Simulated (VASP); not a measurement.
The cell holds one Cs (bcc) (100) slab, with vacuum along c, ions free to move until forces fall under 0.03 eV/Å, no reconstruction beyond this cell, dipole correction on.

Given:

```
CELL_PARAMETERS angstrom
      6.00430     0.00000     0.00000
      0.00000     6.00430     0.00000
      0.00000     0.00000    26.77326
ATOMIC_POSITIONS crystal
  Cs 0.50000 0.00000 0.33121
  Cs 0.00000 0.50000 0.44420
  Cs 0.50000 0.00000 0.55580
  Cs 0.00000 0.50000 0.66879
```

Method: PBEsol GGA, VASP's PBE PAW potentials (set 64) (plane waves; VASP). Numerical set-up: 400 eV cut-off, 5×5×1 Γ-centred mesh, first-order Methfessel-Paxton smearing of 0.10 eV, potentials Cs_sv.

Slab and bulk use different k-meshes, so the surface energy is good to a few per cent at best. Unless said otherwise, spin-orbit coupling is left out, though it shifts the bands of the heavy elements here.

Predict its surface energy, work function, band gap (on the k-mesh).

```json
{
 "surface_energy": "0.08 J/m²",
 "work_function": "2.04 eV",
 "band gap (on the k-mesh)": "none (metal, semimetal or under 0.01 eV)"
}
```

The cell is a thin slab with vacuum, built from Cs (bcc): (100) face.
